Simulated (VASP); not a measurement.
The system is LaSbTe.

```xyz
6
Lattice="4.4099 0.0000 0.0000 0.0000 4.4099 0.0000 0.0000 0.0000 9.7400" Properties=species:S:1:pos:R:3 pbc="T T T"
La    0.0000    2.2049    7.0354
La    2.2049    0.0000    2.7046
Sb    0.0000    0.0000    0.0000
Sb    2.2049    2.2049    0.0000
Te    0.0000    2.2049    3.6285
Te    2.2049    0.0000    6.1115
```

The cell is a database's computed one.

```yaml
Program: VASP 6.6.1
Task: relaxation of cell and atoms
Functional: PBEsol
Potentials_or_basis: VASP PAW PBE potentials, release 64 (La, Sb, Te)
Cutoff: 600 eV
k_mesh: 8 × 8 × 4
Occupations: methfessel-paxton, width 0.1 eV
Spin: no spin polarisation
```

At the start: pressure -2.6 GPa; volume 31.57 Å³/atom.

Where does the relaxation end?

Over 10 steps the energy falls by 13.4 meV/atom and the volume is 30.08 Å³/atom (-4.7 %); space group P4/nmm (No. 129, to 0.05 Å).

The path:
```csv
step,energy change (eV),largest force (eV/Å),pressure (GPa),volume (Å³)
1,0.0000,0.0064,-2.65,189.41
2,-0.0454,0.0562,1.98,175.46
3,-0.0759,0.0346,0.03,180.67
4,-0.0799,0.0087,0.02,180.45
5,-0.0802,0.0237,0.01,180.38
6,-0.0802,0.0256,0.01,180.37
7,-0.0802,0.0276,0.01,180.36
8,-0.0803,0.0233,0.00,180.39
9,-0.0804,0.0103,-0.03,180.47
10,-0.0804,0.0068,-0.04,180.50
```

Final structure:
```yaml
crystal:
  lattice:
    - [4.36242, 0.00000, 0.00000]
    - [0.00000, 4.36242, 0.00000]
    - [0.00000, 0.00000, 9.48442]
  atoms:
    - { symbol: La, position: [0.00000, 0.50000, 0.72219] }
    - { symbol: La, position: [0.50000, 0.00000, 0.27781] }
    - { symbol: Sb, position: [0.00000, 0.00000, 0.00000] }
    - { symbol: Sb, position: [0.50000, 0.50000, 0.00000] }
    - { symbol: Te, position: [0.00000, 0.50000, 0.37213] }
    - { symbol: Te, position: [0.50000, 0.00000, 0.62787] }
```

Caveat: the PAW data sets were made with another functional, which shifts forces and pressure a little.
